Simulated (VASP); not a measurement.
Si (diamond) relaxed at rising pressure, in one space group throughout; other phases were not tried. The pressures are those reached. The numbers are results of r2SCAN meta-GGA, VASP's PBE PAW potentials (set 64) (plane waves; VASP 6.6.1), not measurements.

| P (GPa) | V (Å³/atom) | k-mesh |
|---|---|---|
| 0.02 | 20.119 | 8×8×8 |
| 4.96 | 19.214 | 9×9×9 |
| 10.04 | 18.474 | 9×9×9 |
| 19.97 | 17.314 | 9×9×9 |
| 29.97 | 16.426 | 9×9×9 |

A change of mesh leaves a small step in the series.

Question: Fit an equation of state and predict the volume at 44.88 GPa.

Answer: Least squares on the third-order Birch-Murnaghan form, P = (3B0/2)(y⁷ − y⁵)[1 + (3/4)(B′ − 4)(y² − 1)] with y = (V0/V)^(1/3), gives V0 = 20.121 Å³/atom, B0 = 99 GPa and B′ = 4.0, and so 15.399 Å³/atom. The run gave 15.396 Å³/atom, -0.0 % from the fit.

Pressures at which the relaxation failed are left out.

The compound is Si in the diamond structure.
